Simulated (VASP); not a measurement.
An input for Ansatz (written as the equivalent of a VASP run, and not itself run):

Ansatz 0.2 input:
```yaml
crystal:
  lattice:
    - [-0.0023880, 5.9972604, 5.9750219]
    - [5.9972604, -0.0023880, 5.9750219]
    - [2.9974362, 2.9974362, 0.0000000]
  atoms:
    - { symbol: Cd, position: [0.9833553, 0.9833553, 0.0332895] }
    - { symbol: Cd, position: [0.9908119, 0.5243242, 0.9848639] }
    - { symbol: Cd, position: [0.5243242, 0.9908119, 0.9848639] }
    - { symbol: Cd, position: [0.5011124, 0.5011124, 0.9977752] }
    - { symbol: Te, position: [0.1272191, 0.1272191, 0.2455618] }
    - { symbol: S, position: [0.1281077, 0.6212955, 0.2505968] }
    - { symbol: S, position: [0.6212955, 0.1281077, 0.2505968] }
    - { symbol: S, position: [0.6237740, 0.6237740, 0.2524521] }
kpoints:
  mp_grid: { grid: [4, 4, 7] }
hamiltonian:
  xc: pbesol
  pseudopotentials: { kind: paw }
scf:
  occupations: { method: tetrahedron }
  max_iter: 100
output: { forces: true, stress: true, eigenvalues: true }
```

### Question
Write the VASP files for the same calculation (PBEsol).

### Answer
This is not unique; one that fits is 
INCAR:
```
# general
SYSTEM  = Cd4S3Te
PREC    = Accurate
ENCUT   = 400
LREAL   = .FALSE.
LASPH   = .TRUE.

# electronic loop
EDIFF   = 1E-7
NELM    = 100
ALGO    = Normal
LMAXMIX = 4

# smearing
ISMEAR  = -5

# functional
GGA     = PS

# ions
ISIF    = 2

# output
LWAVE   = .FALSE.
LCHARG  = .TRUE.
LORBIT  = 11
NEDOS   = 601

# other
LEFG    = .TRUE.
```

POSCAR:
```
Cd4S3Te
1
   -0.0023880383     5.9972604075     5.9750218889
    5.9972604075    -0.0023880383     5.9750218889
    2.9974361845     2.9974361845    -0.0000000000
Cd Te S
4 1 3
Direct
  0.9833552601   0.9833552601   0.0332894798
  0.9908118822   0.5243241915   0.9848639263
  0.5243241915   0.9908118822   0.9848639263
  0.5011123897   0.5011123897   0.9977752205
  0.1272190814   0.1272190814   0.2455618372
  0.1281076788   0.6212955422   0.2505967790
  0.6212955422   0.1281076788   0.2505967790
  0.6237739740   0.6237739740   0.2524520522
```

### KPOINTS
```
Automatic mesh
0
gamma
 4 4 7
0 0 0
```

POTCAR, in this order: Cd Te S (PBE.64 set). Program: vasp_std.

The two are equivalent in intent, not identical: each code has its own PAW files, so the cut-off isn't converted (ENCUT is set for VASP's; basis.ecutwfc is left out, and Ansatz then takes the one that its files recommend); Ansatz stops its SCF on the density residual and VASP on the energy change (EDIFF); the field gradients of LEFG aren't asked of the other code.

The structure was generated: Cd4S3Te was put into an ordered model structure (Amm2), which need not be its known phase. It was relaxed first.
